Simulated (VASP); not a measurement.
Level of theory: LDA (Ceperley-Alder, Perdew-Zunger), VASP's LDA PAW potentials (set 64) (plane waves; VASP).

Input for VASP

File POSCAR:
```
SiO2
1
    4.0658237151     0.0000000000     0.0000000000
    0.0000000000     4.0658237151     0.0000000000
    0.0000000000     0.0000000000     2.6313860023
Si O
2 4
Direct
  0.0000000000   0.0000000000   0.0000000000
  0.5000000000   0.5000000000   0.5000000000
  0.3036323265   0.3036323265   0.0000000000
  0.8036323265   0.1963676735   0.5000000000
  0.1963676735   0.8036323265   0.5000000000
  0.6963676735   0.6963676735   0.0000000000
```

**INCAR**
```
SYSTEM = SiO2
PREC = Accurate
ENCUT = 620
EDIFF = 1E-6
NELM = 100
ALGO = Normal
LREAL = .FALSE.
LASPH = .TRUE.
ISMEAR = 0
SIGMA = 0.05
LWAVE = .FALSE.
LCHARG = .FALSE.
IBRION = 2
ISIF = 3
NSW = 40
EDIFFG = -0.02
PSTRESS = 300
```

**KPOINTS**
```
Automatic mesh
0
Gamma
6 6 8
0 0 0
```

POTCAR, in this order: Si O (LDA.64 set). Program: vasp_std.

The resulting files:

File OSZICAR:
```
       N       E                     dE             d eps       ncg     rms          rms(c)
DAV:   1     0.178489329419E+03    0.17849E+03   -0.20545E+04  2016   0.179E+03
DAV:   2    -0.494162859780E+02   -0.22791E+03   -0.21955E+03  2632   0.353E+02
DAV:   3    -0.568751347506E+02   -0.74588E+01   -0.74402E+01  2396   0.675E+01
DAV:   4    -0.569338002846E+02   -0.58666E-01   -0.58595E-01  2364   0.669E+00
DAV:   5    -0.569344056536E+02   -0.60537E-03   -0.60526E-03  2348   0.671E-01    0.193E+01
DAV:   6    -0.519478521465E+02    0.49866E+01   -0.19033E+01  2268   0.311E+01    0.936E+00
DAV:   7    -0.518666646796E+02    0.81187E-01   -0.65557E-01  2360   0.545E+00    0.327E+00
DAV:   8    -0.518371012796E+02    0.29563E-01   -0.23256E-02  2276   0.151E+00    0.112E+00
DAV:   9    -0.518320449028E+02    0.50564E-02   -0.53733E-03  2376   0.661E-01    0.229E-01
DAV:  10    -0.518320491480E+02   -0.42452E-05   -0.13946E-04  2324   0.108E-01    0.472E-02
DAV:  11    -0.518320485278E+02    0.62012E-06   -0.15823E-05  2360   0.324E-02    0.134E-02
DAV:  12    -0.518320482715E+02    0.25638E-06   -0.68030E-07  1392   0.815E-03
   1 F= -.43687025E+02 E0= -.43687025E+02  d E =-.436870E+02
       N       E                     dE             d eps       ncg     rms          rms(c)
DAV:   1    -0.518438427545E+02   -0.11794E-01   -0.16205E+01  2268   0.378E+01    0.675E+00
DAV:   2    -0.512450857396E+02    0.59876E+00   -0.21026E+00  2252   0.114E+01    0.157E+00
DAV:   3    -0.512199066561E+02    0.25179E-01   -0.12077E-01  2268   0.259E+00    0.625E-01
DAV:   4    -0.512143050298E+02    0.56016E-02   -0.65941E-03  2272   0.675E-01    0.224E-01
DAV:   5    -0.512137238282E+02    0.58120E-03   -0.89392E-04  2328   0.229E-01    0.634E-02
DAV:   6    -0.512137308411E+02   -0.70129E-05   -0.28412E-05  2272   0.453E-02    0.230E-02
DAV:   7    -0.512137294641E+02    0.13770E-05   -0.14965E-05  2328   0.290E-02    0.429E-03
DAV:   8    -0.512137293815E+02    0.82606E-07   -0.34545E-07  1264   0.495E-03
   2 F= -.43597572E+02 E0= -.43597572E+02  d E =0.894534E-01
       N       E                     dE             d eps       ncg     rms          rms(c)
DAV:   1    -0.519563785635E+02   -0.74265E+00   -0.69259E+00  2284   0.241E+01    0.438E+00
DAV:   2    -0.516932558348E+02    0.26312E+00   -0.96593E-01  2232   0.774E+00    0.958E-01
DAV:   3    -0.516836525999E+02    0.96032E-02   -0.45090E-02  2244   0.156E+00    0.505E-01
DAV:   4    -0.516812994200E+02    0.23532E-02   -0.19361E-03  2256   0.366E-01    0.230E-01
DAV:   5    -0.516808256520E+02    0.47377E-03   -0.56892E-04  2324   0.174E-01    0.341E-02
DAV:   6    -0.516808290058E+02   -0.33538E-05   -0.28198E-05  2252   0.427E-02    0.144E-02
DAV:   7    -0.516808281318E+02    0.87397E-06   -0.77324E-06  2276   0.208E-02
   3 F= -.43718938E+02 E0= -.43718938E+02  d E =-.319129E-01
       N       E                     dE             d eps       ncg     rms          rms(c)
DAV:   1    -0.516772295145E+02    0.35995E-02   -0.73669E-04  2284   0.251E-01    0.457E-02
DAV:   2    -0.516772006512E+02    0.28863E-04   -0.10536E-04  2244   0.803E-02    0.995E-03
DAV:   3    -0.516771995690E+02    0.10821E-05   -0.47847E-06  2000   0.164E-02    0.477E-03
DAV:   4    -0.516771993003E+02    0.26876E-06   -0.19623E-07  1100   0.382E-03
   4 F= -.43718944E+02 E0= -.43718944E+02  d E =-.319184E-01
       N       E                     dE             d eps       ncg     rms          rms(c)
DAV:   1    -0.516667777328E+02    0.10422E-01   -0.83005E-01  2072   0.780E+00    0.301E-01
DAV:   2    -0.516676640416E+02   -0.88631E-03   -0.22627E-02  2364   0.122E+00    0.136E-01
DAV:   3    -0.516671101711E+02    0.55387E-03   -0.54902E-04  2328   0.248E-01    0.553E-02
DAV:   4    -0.516670355197E+02    0.74651E-04   -0.36797E-04  2356   0.168E-01    0.115E-02
DAV:   5    -0.516670369993E+02   -0.14796E-05   -0.40194E-05  2316   0.534E-02    0.747E-03
DAV:   6    -0.516670365245E+02    0.47480E-06   -0.13191E-06  1348   0.100E-02
   5 F= -.43719688E+02 E0= -.43719688E+02  d E =-.744512E-03
       N       E                     dE             d eps       ncg     rms          rms(c)
DAV:   1    -0.516714890279E+02   -0.44520E-02   -0.11568E-01  2064   0.291E+00    0.112E-01
DAV:   2    -0.516716136949E+02   -0.12467E-03   -0.31431E-03  2376   0.456E-01    0.508E-02
DAV:   3    -0.516715367171E+02    0.76978E-04   -0.77430E-05  2324   0.928E-02    0.209E-02
DAV:   4    -0.516715263868E+02    0.10330E-04   -0.49426E-05  2360   0.617E-02    0.427E-03
DAV:   5    -0.516715265771E+02   -0.19032E-06   -0.52711E-06  2104   0.192E-02
   6 F= -.43720102E+02 E0= -.43720102E+02  d E =-.115830E-02
```

File OUTCAR:
```
------------------------ aborting loop because EDIFF is reached ----------------------------------------
  FORCE on cell =-STRESS in cart. coord.  units (eV):
  Direction    XX          YY          ZZ          XY          YZ          ZX
  --------------------------------------------------------------------------------------
  Total        7.9269827      7.9269827      8.0668694      0.0000000      0.0000000      0.0000000
  in kB      299.0778260    299.0778260    304.3556223      0.0000000      0.0000000      0.0000000
  external PRESSURE =       0.8370914 kB  Pullay stress =     300.0000000 kB
  volume of cell :       42.47
      direct lattice vectors                 reciprocal lattice vectors
     4.031397388  0.000000000  0.000000000     0.248052946  0.000000000  0.000000000
    -0.000000000  4.031397388  0.000000000    -0.000000000  0.248052946  0.000000000
     0.000000000  0.000000000  2.612901624     0.000000000  0.000000000  0.382716284
 POSITION                                       TOTAL-FORCE (eV/Angst)
 -----------------------------------------------------------------------------------
      0.00000      0.00000      0.00000        -0.000000      0.000000      0.000000
      2.01570      2.01570      1.30645        -0.000000      0.000000      0.000000
      1.22153      1.22153      0.00000         0.006088      0.006088     -0.000000
      3.23723      0.79417      1.30645         0.006088     -0.006088      0.000000
      0.79417      3.23723      1.30645        -0.006088      0.006088      0.000000
      2.80987      2.80987      0.00000        -0.006088     -0.006088      0.000000
 -----------------------------------------------------------------------------------
    total drift:                                0.000000     -0.000000      0.000000
  FREE ENERGIE OF THE ION-ELECTRON SYSTEM (eV)
  ---------------------------------------------------
  free  energy   TOTEN  =       -51.6715265771 eV

  energy  without entropy=      -51.6715265771  energy(sigma->0) =      -51.67152658
  enthalpy is  TOTEN    =       -43.7201018646 eV   P V=        7.9514247125

 reached required accuracy - stopping structural energy minimisation
```
(Selected blocks of OUTCAR.)

CONTCAR:
```
SiO2
   1.00000000000000
     4.0313973878762530    0.0000000000000000    0.0000000000000000
    -0.0000000000000000    4.0313973878762530    0.0000000000000000
     0.0000000000000000    0.0000000000000000    2.6129016236122604
  Si              O
     2     4
Direct
     0.0000000000000000    0.0000000000000000    0.0000000000000000
     0.5000000000000000    0.5000000000000000    0.5000000000000000
     0.3030037065233280    0.3030037065233280    0.0000000000000000
     0.8030037065233280    0.1969962934766721    0.5000000000000000
     0.1969962934766721    0.8030037065233280    0.5000000000000000
     0.6969962934766720    0.6969962934766720    0.0000000000000000
```

Energy and stress use the plane-wave basis of the starting cell.

The compound is SiO2 in the rutile structure, stishovite, a high-pressure form. This run relaxes it under an external pressure of 30 GPa. Symmetry was kept, so distortions that lower it aren't found.
